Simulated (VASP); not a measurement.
Input:

```xyz
3
Lattice="0.0000 2.6269 2.6269 2.6269 0.0000 2.6269 2.6269 2.6269 0.0000" Properties=species:S:1:pos:R:3 pbc="T T T"
Co     0.0000     0.0000     0.0000
Si     1.3134     1.3134     1.3134
Si     3.9403     3.9403     3.9403
```

These are r2SCAN+rVV10, VASP's PBE PAW potentials (set 64) (plane waves; VASP 6.6.1) values and carry that method's errors. Run with 520 eV cut-off, 10×10×10 Γ-centred mesh, first-order Methfessel-Paxton smearing of 0.10 eV, potentials Co Si.

Problem. What does the run give for the energy per atom (σ→0), pressure, band gap (on the k-mesh) with the smallest direct gap where there is one?

Solution. 
The band gap (on the k-mesh) is none (metal, semimetal or under 0.01 eV), the energy per atom (σ→0) is -10.565 eV/atom and the pressure comes out as 6.52 GPa.

The absolute energy has meaning only against runs of the same code, potentials and settings.

The compound is CoSi2 in the fluorite structure. This cell is one point of a volume scan, at 0.97 of the reference volume. The run is not spin-polarised, so no magnetic state was tried. The electron count is odd and the run is not spin-polarised, which forces a metal.
